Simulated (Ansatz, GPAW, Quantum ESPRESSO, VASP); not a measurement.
## Code comparison for Ca2Ge (Fm-3m, 3 atoms in the cell)

Self-consistent single point, at a second geometry (lattice scaled by 0.98). First geometry:

```yaml
crystal:
  lattice:
    - [0.00000, 3.66486, 3.66486]
    - [3.66486, 0.00000, 3.66486]
    - [3.66486, 3.66486, 0.00000]
  atoms:
    - { symbol: Ca, position: [0.75000, 0.75000, 0.75000] }
    - { symbol: Ca, position: [0.25000, 0.25000, 0.25000] }
    - { symbol: Ge, position: [0.00000, 0.00000, 0.00000] }
```

Shared settings, as Ansatz (a program for electronic structure) writes them: kpoints.mp_grid.grid = 4 4 4; scf.occupations.method = fixed. Potentials and cutoffs stand in the table.

```
code                                                                              model  ΔF from the first geometry (meV/atom)  pressure (GPa)  gap on the mesh (eV)   cutoff
----------------  ---------------------------------------------------------------------  -------------------------------------  --------------  --------------------  -------
VASP                                         PBEsol, VASP's PBE PAW potentials (set 64)                                      –               –                 0.527   300 eV
Ansatz                                                  PBEsol, PAW files made with PBE                                  -24.2           -1.07                 0.532  default
Quantum ESPRESSO  PBEsol, PseudoDojo standard norm-conserving (PBESOL) pseudopotentials                                  -24.4           -1.09                 0.532    80 Ry
GPAW                              PBEsol, GPAW PAW datasets PBEsol (made by gpaw-setup)                                  -21.7           -0.87                 0.532   550 eV
```

A dash marks a value that a program does not give, or that is left out as unsure.

Gaps are read on the mesh.

The spread over the programs that give each value: ΔF from the first geometry within 2.7 meV/atom; pressure within 0.22 GPa; gap on the mesh within 0.005 eV.

Ansatz's pressure is given at a fixed set of plane waves, as the other plane-wave codes print theirs.

VASP's run is marked for a possible Pulay error in its stress at this cutoff; no cutoff test was made.

VASP ran the fixed occupations as a Gaussian smearing of 0.01 eV.

The starting cell comes from a database of computed structures (which also holds hypothetical and non-ambient phases and stackings), without a prior relaxation at this level. Its lattice was rescaled by a random factor within 2.5 % of one. For this run, on top of that: lattice scaled by 0.98.

Left out of this page: ABINIT, CP2K, PySCF, Elk, FLEUR and SIESTA (not drawn, or without a comparable value).

Keys are those of Ansatz 0.2.
